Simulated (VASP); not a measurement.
Data:

```
CELL_PARAMETERS angstrom
      0.00000     3.01599     3.01599
      3.01599     0.00000     3.01599
      3.01599     3.01599     0.00000
ATOMIC_POSITIONS crystal
  In 0.00000 0.00000 0.00000
  As 0.25000 0.25000 0.25000
```

The numbers are results of LDA (Ceperley-Alder, Perdew-Zunger), VASP's LDA PAW potentials (set 64) (plane waves; VASP), not measurements. Run with 400 eV cut-off, 10×10×10 Γ-centred mesh, first-order Methfessel-Paxton smearing of 0.10 eV, potentials In_d As.

Unless said otherwise, spin-orbit coupling is left out, though it shifts the bands of the heavy elements here.

Q: What does the run give for the energy per atom (σ→0), band gap (on the k-mesh) with the smallest direct gap where there is one?

A: 
```json
{
  "band gap (on the k-mesh)": "none (metal, semimetal or under 0.01 eV)",
  "energy per atom (σ→0)": "-4514 meV/atom"
}
```

The compound is InAs in the zinc blende structure. It was relaxed first. The start is the result of an earlier pass.
